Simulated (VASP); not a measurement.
ZnSe:

```
Zn Se
1.0
     0.00000    2.83380    2.83380
     2.83380    0.00000    2.83380
     2.83380    2.83380    0.00000
Zn Se
1 1
Cartesian
  0.0000 0.0000 0.0000
  1.4169 1.4169 1.4169
```

```yaml
Program: VASP 6.6.1
Task: relaxation of cell and atoms
Functional: PBE
Potentials_or_basis: VASP PAW PBE potentials, release 64 (Zn, Se)
Cutoff: 520 eV
k_mesh: 10 × 10 × 10
Occupations: gaussian, width 0.02 eV
Spin: no spin polarisation
```

At the start: pressure 2.4 GPa; volume 22.76 Å³/atom.

Problem. How do energy, volume and symmetry change on relaxing?

Solution. Over 10 steps the energy falls by 6.2 meV/atom and the volume is 23.63 Å³/atom (+3.8 %); space group F-43m (No. 216, to 0.05 Å).

Step by step:
| step | energy change (eV) | largest force (eV/Å) | pressure (GPa) | volume (Å³) |
| --- | --- | --- | --- | --- |
| 1 | 0.0000 | 0.0000 | 2.38 | 45.51 |
| 2 | -0.0114 | 0.0000 | -0.63 | 47.77 |
| 3 | -0.0124 | 0.0000 | 0.03 | 47.25 |
| 4 | -0.0124 | 0.0000 | -0.02 | 47.28 |
| 5 | -0.0124 | 0.0000 | -0.03 | 47.27 |
| 6 | -0.0124 | 0.0000 | 0.06 | 47.21 |
| 7 | -0.0124 | 0.0000 | 0.03 | 47.24 |
| 8 | -0.0124 | 0.0000 | 0.05 | 47.25 |
| 9 | -0.0124 | 0.0000 | 0.03 | 47.26 |
| 10 | -0.0124 | 0.0000 | 0.01 | 47.26 |

Final structure:
```
Zn Se
1.0
     0.00000    2.86965    2.86965
     2.86965    0.00000    2.86965
     2.86965    2.86965    0.00000
Zn Se
1 1
Cartesian
  0.0000 0.0000 0.0000
  1.4348 1.4348 1.4348
```
